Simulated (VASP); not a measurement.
Consider the following.

```xyz
4
Lattice="-1.6590 1.6590 5.6411 1.6590 -1.6590 5.6411 1.6590 1.6590 -5.6411" Properties=species:S:1:pos:R:3 pbc="T T T"
Nb     0.0000     0.0000     8.4634
Nb     0.0000     1.6590     0.0018
P      1.6590     1.6590    -1.8901
P      1.6590     0.0000     0.9305
```

Method: PBEsol GGA, VASP's PBE PAW potentials (set 64) (plane waves; VASP). Run with 400 eV cut-off, Gaussian smearing of 0.050 eV, potentials Nb_sv P.

Question: Estimate the band gap (along the path) with the smallest direct gap where there is one.

Answer: 
```yaml
band gap (along the path): none (metal, semimetal or under 0.01 eV)
```

The absolute energy has meaning only against runs of the same code, potentials and settings.

The structure comes from a computed database's NbP entry (I4_1md); how it stands against other phases isn't given here. It was relaxed first.
